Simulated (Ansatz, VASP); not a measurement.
# Zn3Sb in VASP and in Ansatz

The input INCAR:

```
SYSTEM = Zn3Sb
PREC     = Accurate       ! precision mode
ENCUT    = 520            ! plane-wave cutoff, eV
EDIFF    = 1E-7           ! SCF threshold, eV
ISMEAR   = -1             ! smearing method
SIGMA    = 0.05           ! smearing width, eV
LREAL    = .False.        ! projectors in reciprocal space
LASPH    = .True.         ! aspherical terms in the spheres
NELM     = 100            ! most SCF steps
ALGO     = Normal         ! electronic algorithm
ISIF     = 2              ! what is computed and relaxed
LWAVE    = .False.        ! write WAVECAR
LCHARG   = .False.        ! write CHGCAR
GGA      = PE             ! functional
NBANDS   = 28             ! bands
```

File KPOINTS:

```
regular mesh
0
Gamma
  9 9 9
  0 0 0
```

POSCAR

```
Zn3Sb
1.0
   -2.0444811286      2.0444811286      4.2128880032
    2.0444811286     -2.0444811286      4.2128880032
    2.0444811286      2.0444811286     -4.2128880032
Sb Zn
1 3
Direct
    0.0000000000      0.0000000000      0.0000000000
    0.5000000000      0.5000000000      0.0000000000
    0.2500000000      0.7500000000      0.5000000000
    0.7500000000      0.2500000000      0.5000000000
```

input.yaml

```yaml
crystal:
  lattice:
    - [-2.0444811286, 2.0444811286, 4.2128880032]
    - [2.0444811286, -2.0444811286, 4.2128880032]
    - [2.0444811286, 2.0444811286, -4.2128880032]
  atoms:
    - { symbol: Sb, position: [0.0, 0.0, 0.0] }
    - { symbol: Zn, position: [0.5, 0.5, 0.0] }
    - { symbol: Zn, position: [0.25, 0.75, 0.5] }
    - { symbol: Zn, position: [0.75, 0.25, 0.5] }
hamiltonian:
  xc: pbe
  pseudopotentials: { kind: paw }
kpoints:
  mp_grid: { grid: [9, 9, 9] }
scf:
  occupations: { method: fermi_dirac, width: 0.05 }
output:
  forces: true
  stress: true
  eigenvalues: true
  write_density: true
  write_potential: true
  elf: true
  volumetric_format: npy
```

Change from the starting cell: volume scaled by 0.96.

Alike in both runs: task single point; functional PBE; k mesh 9 × 9 × 9; occupations fermi-dirac, width 0.05 eV; no spin polarisation.

```csv
,VASP,Ansatz
version,VASP 6.6.1,Ansatz 0.2.0
potentials or method,"VASP PAW PBE potentials, release 64 (Sb, Zn)",Ansatz PAW
plane-wave cutoff (eV),520,420
valence electrons in the cell,41,51
```

```csv
,VASP,Ansatz,Ansatz less VASP
gap on the k mesh at the Fermi level (eV),none,none,-
pressure (GPa),6.0,5.8,-0.18
largest component of the traceless stress (GPa),0.37,0.36,-0.009
```

A gap of «none» marks a metal or a gap that the smearing closes. The two sets of potentials don't hold the same shells in valence.

Spin-orbit coupling is left out, which matters for the levels of Sb.
